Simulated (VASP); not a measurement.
# SiF2 (P-3m1) in VASP: notebook

One crystal, SiF2, is run at these levels: r2SCAN; tasks: single point.

Program: VASP 6.6.1. These are calculated values, not measurements. Logs are shortened: lines on timing, memory, paths and dates and some standing lists are left out, and cuts for length are marked.

**1. The structure**

The structure is trigonal, space group P-3m1 (No. 164). Conventional cell: a = 3.255 Å, b = 3.255 Å, c = 5.103 Å, α = 90.00°, β = 90.00°, γ = 120.00°. Si (site symmetry -3m) is surrounded by 6 F at 2.32 Å. F (site symmetry 3m) is surrounded by 3 Si at 2.32 Å.

The cell was built by a generator and needn't be a form met in nature.

**2. Single point, r2SCAN**

POSCAR reads:

```
SiF2
1.0
    3.2552720000      0.0000000000      0.0000000000
   -1.6276360000      2.8191490000      0.0000000000
    0.0000000000      0.0000000000      5.1034750000
Si F
1 2
Direct
    0.0000000000      0.0000000000      0.0000000000
    0.3333300000      0.6666700000      0.2650000000
    0.6666700000      0.3333300000      0.7350000000
```

INCAR.step1 reads:

```
  ALGO = Normal
  EDIFF = 1E-4
  ENCUT = 520
  GGA = PE
  ISMEAR = 1
  LASPH = T
  LCHARG = F
  LREAL = F
  LWAVE = T
  NBANDS = 16
  NELM = 60
  PREC = Accurate
  SIGMA = 0.1383
```

INCAR.step2 reads:

```
  ALGO = Normal
  EDIFF = 1E-6
  ENCUT = 520
  ISIF = 2
  ISMEAR = 1
  ISTART = 1
  LASPH = T
  LCHARG = T
  LELF = T
  LMIXTAU = T
  LREAL = F
  LVHAR = T
  LWAVE = F
  METAGGA = R2SCAN
  NBANDS = 16
  NELM = 60
  PREC = Accurate
  SIGMA = 0.1383
```

KPOINTS reads:

```
k-points
0
Gamma
  6 6 4
```

Potentials or basis: VASP PAW PBE potentials, release 64 (Si, F).

Command:

```sh
$ cat potpaw_PBE.64/Si/POTCAR potpaw_PBE.64/F/POTCAR > POTCAR
$ cp INCAR.step1 INCAR
$ mpirun -np 1 vasp_std > vasp.out
$ cp INCAR.step2 INCAR
$ mpirun -np 1 vasp_std > vasp.out
```

OUTCAR:

```text
EDIFF = 1E-6
   ENCUT = 520
   ISIF = 2
   ISMEAR = 1
   ISTART = 1
   LASPH = T
   LREAL = F
   METAGGA = R2SCAN
   NELM = 60
   PREC = Accurate

 ion  position               nearest neighbor table
   1  0.000  0.000  0.000-   2 2.32   3 2.32   3 2.32   2 2.32   3 2.32   2 2.32
   2  0.333  0.667  0.265-   1 2.32   1 2.32   1 2.32
   3  0.667  0.333  0.735-   1 2.32   1 2.32   1 2.32

  LATTYP: Found a hexagonal cell.
 ALAT       =     3.2552720000
 C/A-ratio  =     1.5677568572

  Lattice vectors:

 A1 = (   3.2552720000,   0.0000000000,   0.0000000000)
 A2 = (  -1.6276360000,   2.8191490000,   0.0000000000)
 A3 = (   0.0000000000,   0.0000000000,   5.1034750000)

Analysis of symmetry for initial positions (statically):
=====================================================================
 Subroutine PRICEL returns:
 Original cell was already a primitive cell.

 Routine SETGRP: Setting up the symmetry group for a
 hexagonal supercell.

 Subroutine GETGRP returns: Found  4 space group operations
 (whereof  4 operations were pure point group operations)
 out of a pool of 24 trial point group operations.

The static configuration has the point symmetry C_2h.

Analysis of symmetry for dynamics (positions and initial velocities):
=====================================================================
 Subroutine PRICEL returns:
 Original cell was already a primitive cell.

 Routine SETGRP: Setting up the symmetry group for a
 hexagonal supercell.

 Subroutine GETGRP returns: Found  4 space group operations
 (whereof  4 operations were pure point group operations)
 out of a pool of 24 trial point group operations.

The dynamic configuration has the point symmetry C_2h.

 Subroutine INISYM returns: Found  4 space group operations
 (whereof  4 operations are pure point group operations),
 and found     1 'primitive' translations

----------------------------------------------------------------------------------------

                                     Primitive cell

  volume of cell :      46.8351

  direct lattice vectors                    reciprocal lattice vectors
     3.255272000  0.000000000  0.000000000     0.307193992  0.177358487  0.000000000
    -1.627636000  2.819149000  0.000000000     0.000000000  0.354716973  0.000000000
     0.000000000  0.000000000  5.103475000     0.000000000  0.000000000  0.195944920

  length of vectors
     3.255272000  3.255272651  5.103475000     0.354717044  0.354716973  0.195944920

  position of ions in fractional coordinates (direct lattice)
     0.000000000  0.000000000  0.000000000
     0.333330000  0.666670000  0.265000000
     0.666670000  0.333330000  0.735000000

  ion indices of the primitive-cell ions
   primitive index   ion index
                 1           1
                 2           2
                 3           3

----------------------------------------------------------------------------------------

 KPOINTS: k-points

Automatic generation of k-mesh.
 Grid dimensions read from file:
 generate k-points for:    6    6    4

 Generating k-lattice:

  Cartesian coordinates                     Fractional coordinates (reciprocal lattice)
     0.051198999  0.029559748  0.000000000     0.166666667  0.000000000  0.000000000
     0.000000000  0.059119496  0.000000000     0.000000000  0.166666667  0.000000000
     0.000000000  0.000000000  0.048986230     0.000000000  0.000000000  0.250000000

  Length of vectors
     0.059119507  0.059119496  0.048986230

  Shift w.r.t. Gamma in fractional coordinates (k-lattice)
     0.000000000  0.000000000  0.000000000

 Subroutine IBZKPT returns following result:
 ===========================================

 Found     47 irreducible k-points:

 Following reciprocal coordinates:
            Coordinates               Weight
  0.000000  0.000000  0.000000      1.000000
  0.166667  0.000000  0.000000      4.000000
 -0.166667  0.166667  0.000000      2.000000
  0.333333  0.000000  0.000000      4.000000
 -0.333333  0.333333  0.000000      2.000000
  0.500000  0.000000  0.000000      2.000000
[... 16 lines left out ...]
  0.500000  0.000000  0.250000      4.000000
  0.500000  0.500000  0.250000      2.000000
 [... further k-points ...]
   k-points           NKPTS =     47   k-points in BZ     NKDIM =     47   number of bands    NBANDS=     16
   number of dos      NEDOS =    301   number of ions     NIONS =      3
   total plane-waves  NPLWV =  23040
   dimension x,y,z NGX =    24 NGY =   24 NGZ =   40
   dimension x,y,z NGXF=    48 NGYF=   48 NGZF=   80
   ions per type =               1   2
   NGX,Y,Z   is equivalent  to a cutoff of  12.26, 12.26, 13.03 a.u.
   NGXF,Y,Z  is equivalent  to a cutoff of  24.51, 24.51, 26.06 a.u.
 SYSTEM =  unknown system
   PREC   = accura    normal or accurate (medium, high low for compatibility)
   ISTART =      1    job   : 0-new  1-cont  2-samecut
   ICHARG =      0    charge: 1-file 2-atom 10-const
   ISPIN  =      1    spin polarized calculation?
   LNONCOLLINEAR =      F non collinear calculations
   LSORBIT =      F    spin-orbit coupling
   LASPH  =      T    aspherical Exc in radial PAW
   ENCUT  =  520.0 eV  38.22 Ry    6.18 a.u.   6.05  6.05  9.49*2*pi/ulx,y,z
   NELM   =     60;   NELMIN=  2; NELMDL=  0     # of ELM steps
   EDIFF  = 0.1E-05   stopping-criterion for ELM
   LREAL  =      F    real-space projection
   EDIFFG = 0.1E-04   stopping-criterion for IOM
   NSW    =      0    number of steps for IOM
   IBRION =     -1    ionic relax: 0-MD 1-quasi-New 2-CG
   NFREE  =      0    steps in history (QN), initial steepest desc. (CG)
   ISIF   =      2    stress and relaxation
   ISYM   =      2    0-nonsym 1-usesym 2-fastsym
   POTIM  = 0.5000    time-step for ionic-motion
   TEBEG  =    0.0;   TEEND  =   0.0 temperature during run
   PSTRESS=    0.0 pullay stress
   NELECT =      18.0000    total number of electrons
   NUPDOWN=      -1.0000    fix difference up-down
   EMIN   =  10.00;   EMAX   =-10.00  energy-range for DOS
   EFERMI =   0.00;   METHOD = LEGACY
   ISMEAR =     1;   SIGMA  =   0.14  broadening in eV -4-tet -1-fermi 0-gaus
   EFERMI_NEDOS =   21; number of points for ismear=-14 and -15
   IALGO  =     38    algorithm
   IMIX   =      4    mixing-type and parameters
     AMIX     =   0.40;   BMIX     =  1.00
     AMIX_MAG =   1.60;   BMIX_MAG =  1.00
  volume/ion in A,a.u.               =      15.61       105.35
  Fermi-wavevector in a.u.,A,eV,Ry     =   1.190260  2.249266 19.275636  1.416719
  Thomas-Fermi vector in A             =   2.326349
   LORBIT       =      0    0 simple, 1 ext, 2 COOP (PROOUT), +10 PAW based schemes
   METAGGA = R2SCAN    functional components
   LHFCALC =     F    Hartree Fock is set to
   AEXX    =    0.0000 exact exchange contribution
   IVDW    =     0    specifies the selected vdW correction
   LEPSILON=     F    determine dielectric tensor
   LRPA    =     F    only Hartree local field effects (RPA)
 non-spin polarized calculation
 Methfessel and Paxton  Order N= 1 SIGMA  =   0.14
  energy-cutoff  :      520.00
  volume of cell :       46.84
 maximum number of plane-waves:      1284
   NGX = 13   NGY = 13   NGZ = 19

 number of electron      18.0000026 magnetization

 Free energy of the ion-electron system (eV)
  ---------------------------------------------------
  ext. energy  EPLUGINS =         0.00000000
  ---------------------------------------------------
  free energy    TOTEN  =       -18.96134496 eV

  energy without entropy =      -18.96342185  energy(sigma->0) =      -18.96203726

 E-fermi :   0.7042     XC(G=0):  -9.2297

 val. band max:        0.6643049305   @ k =   0.3333   0.3333   0.5000
 cond. band min:       3.2389619398   @ k =   0.5000   0.0000   0.0000
 fundamental gap:      2.5746570093
 Fermi energy:         0.7041873310

 k-point     1 :       0.0000    0.0000    0.0000
  band No.  band energies     occupation
      1     -23.0848      2.00000
      2     -22.7296      2.00000
      3      -7.1911      2.00000
      4      -2.8631      2.00000
      5      -2.8631      2.00000
      6      -2.7089      2.00000
[... 8 lines left out ...]
     15      13.7183      0.00000
     16      13.7227      0.00000

 k-point     2 :       0.1667    0.0000    0.0000
  band No.  band energies     occupation
      1     -23.0169      2.00000
      2     -22.7071      2.00000
      3      -7.0069      2.00000
      4      -3.5069      2.00000
      5      -3.1831      2.00000
      6      -3.0677      2.00000
[... 8 lines left out ...]
     15      14.8282      0.00000
     16      15.0889      0.00000

 k-point     3 :      -0.1667    0.1667    0.0000
  band No.  band energies     occupation
      1     -23.0169      2.00000
      2     -22.7071      2.00000
      3      -7.0069      2.00000
      4      -3.5069      2.00000
      5      -3.1831      2.00000
      6      -3.0677      2.00000
[... 8 lines left out ...]
     15      14.8282      0.00000
     16      15.0889      0.00000

 k-point     4 :       0.3333    0.0000    0.0000
  band No.  band energies     occupation
      1     -22.8660      2.00000
      2     -22.6734      2.00000
      3      -6.6215      2.00000
      4      -4.3451      2.00000
      5      -3.7050      2.00000
      6      -3.3644      2.00000
[... 8 lines left out ...]
     15      14.9950      0.00000
     16      17.0866      0.00000
[... 324 lines left out ...]
 k-point    22 :       0.3333   -0.3333    0.2500
  band No.  band energies     occupation
      1     -22.8421      2.00000
      2     -22.6975      2.00000
      3      -6.6934      2.00000
      4      -4.2363      2.00000
      5      -3.5709      2.00000
      6      -3.2950      2.00000
[... 8 lines left out ...]
     15      14.0349      0.00000
     16      17.0312      0.00000

 k-point    23 :       0.5000    0.0000    0.2500
  band No.  band energies     occupation
      1     -22.7565      2.00000
      2     -22.6880      2.00000
      3      -6.4493      2.00000
      4      -4.8530      2.00000
      5      -3.6253      2.00000
      6      -3.4292      2.00000
[... 8 lines left out ...]
     15      14.1068      0.00000
     16      16.7657      0.00000

 k-point    24 :       0.5000    0.5000    0.2500
  band No.  band energies     occupation
      1     -22.7565      2.00000
      2     -22.6880      2.00000
      3      -6.4493      2.00000
      4      -4.8530      2.00000
      5      -3.6254      2.00000
      6      -3.4292      2.00000
[... 8 lines left out ...]
     15      14.1069      0.00000
     16      16.7657      0.00000

 [... further k-points ...]

------------------------ aborting loop because EDIFF is reached ----------------------------------------

  FORCE on cell =-STRESS in cart. coord.  units (eV):
  Direction    XX          YY          ZZ          XY          YZ          ZX
  --------------------------------------------------------------------------------------
  -------------------------------------------------------------------------------------
  Total       -0.9322775     -0.9323284     -3.6987727     -0.0000437      0.0000078     -0.0000136
  in kB      -31.8922011    -31.8939427   -126.5309940     -0.0014935      0.0002684     -0.0004647
  external PRESSURE =     -63.4390459 kB  Pullay stress =       0.0000000 kB

 VOLUME and BASIS-vectors are now :
 -----------------------------------------------------------------------------
  energy-cutoff  :      520.00
  volume of cell :       46.84
      direct lattice vectors                 reciprocal lattice vectors
     3.255272000  0.000000000  0.000000000     0.307193992  0.177358487  0.000000000
    -1.627636000  2.819149000  0.000000000     0.000000000  0.354716973  0.000000000
     0.000000000  0.000000000  5.103475000     0.000000000  0.000000000  0.195944920

 POSITION                                       TOTAL-FORCE (eV/Angst)
 -----------------------------------------------------------------------------------
      0.00000      0.00000      0.00000        -0.000000      0.000000      0.000000
     -0.00002      1.87944      1.35242        -0.000003      0.000002     -1.333561
      1.62765      0.93971      3.75105         0.000003     -0.000002      1.333561
 -----------------------------------------------------------------------------------
    total drift:                                0.000000     -0.000000      0.000000

  FREE ENERGIE OF THE ION-ELECTRON SYSTEM (eV)
  ---------------------------------------------------
  free  energy   TOTEN  =       -18.9613449580 eV

  energy  without entropy=      -18.9634218495  energy(sigma->0) =      -18.96203726
```

Wall time 52 s (1 thread of Intel Xeon Platinum 8488C (Sapphire Rapids), shared host); peak memory 0.17 GiB.

Results:

```
Free energy            : -18.9613 eV
Pressure               : -6.3 GPa
Largest force          : 1.334 eV/Å
Band gap on the k mesh : 2.57 eV, indirect (least direct gap 2.81 eV)
```

Forces in eV/Å, atoms in the order of the input:
```
Si   0.000  0.000  0.000
F    0.000  0.000 -1.334
F    0.000  0.000  1.334
```

Caveat: the PAW data sets were made with another functional, which shifts forces and pressure a little.

**3. Single point, r2SCAN**

POSCAR is that of step 2.

INCAR.step1 reads:

```
SYSTEM = SiF2
PREC     = Accurate       ! precision mode
ENCUT    = 520            ! plane-wave cutoff, eV
ISMEAR   = 1              ! smearing method
SIGMA    = 0.1383         ! smearing width, eV
LREAL    = .FALSE.        ! projectors in reciprocal space
LASPH    = .TRUE.         ! aspherical terms in the spheres
NELM     = 60             ! most SCF steps
NBANDS   = 16             ! bands
GGA      = PE             ! functional
ALGO     = Normal         ! electronic algorithm
EDIFF    = 1E-4           ! SCF threshold, eV
LWAVE    = .TRUE.         ! write WAVECAR
LCHARG   = .FALSE.        ! write CHGCAR
```

INCAR.step2 reads:

```
SYSTEM = SiF2
PREC     = Accurate       ! precision mode
ENCUT    = 520            ! plane-wave cutoff, eV
EDIFF    = 1E-6           ! SCF threshold, eV
ISMEAR   = 1              ! smearing method
SIGMA    = 0.1383         ! smearing width, eV
LREAL    = .FALSE.        ! projectors in reciprocal space
LASPH    = .TRUE.         ! aspherical terms in the spheres
NELM     = 60             ! most SCF steps
ALGO     = Normal         ! electronic algorithm
ISIF     = 2              ! what is computed and relaxed
LWAVE    = .FALSE.        ! write WAVECAR
LCHARG   = .FALSE.        ! write CHGCAR
METAGGA  = R2SCAN         ! meta-GGA
LMIXTAU  = .TRUE.       
NBANDS   = 16             ! bands
ISTART   = 1
```

KPOINTS reads:

```
Automatic mesh
0
Gamma
  6 6 4
  0.5 0.5 0.5
```

Potentials or basis: VASP PAW PBE potentials, release 64 (Si, F).

Command:

```sh
$ cat potpaw_PBE.64/Si/POTCAR potpaw_PBE.64/F/POTCAR > POTCAR
$ cp INCAR.step1 INCAR
$ mpirun -np 1 vasp_std > vasp.out
$ cp INCAR.step2 INCAR
$ mpirun -np 1 vasp_std > vasp.out
```

Wall time 2.1 min (1 thread of Intel Xeon Platinum 8488C (Sapphire Rapids), shared host); peak memory 0.2 GiB.

The run converged. Its results:

* Free energy: -18.9605 eV
* Pressure: -6.3 GPa
* Largest force: 1.335 eV/Å
* Band gap on the k mesh: 2.76 eV, indirect (least direct gap 2.90 eV)

Forces on the atoms (eV/Å):
```
Si   0.000  0.000  0.000
F    0.000  0.000 -1.335
F    0.000  0.000  1.335
```

Stress tensor (GPa, compression positive):
```
 -3.19   0.00   0.00
  0.00  -3.19   0.00
  0.00   0.00 -12.66
```

Levels at points of the mesh, in eV from the valence-band top:
```
           k point  band 5  band 6  band 7  band 8  band 9  band 10  band 11  band 12  band 13  band 14
(0.08, 0.08, 0.12)   -3.84   -3.49   -3.35   -3.22   -1.13     3.83     5.75     6.67     9.83    12.08
```

Caveat: the PAW data sets were made with another functional, which shifts forces and pressure a little.
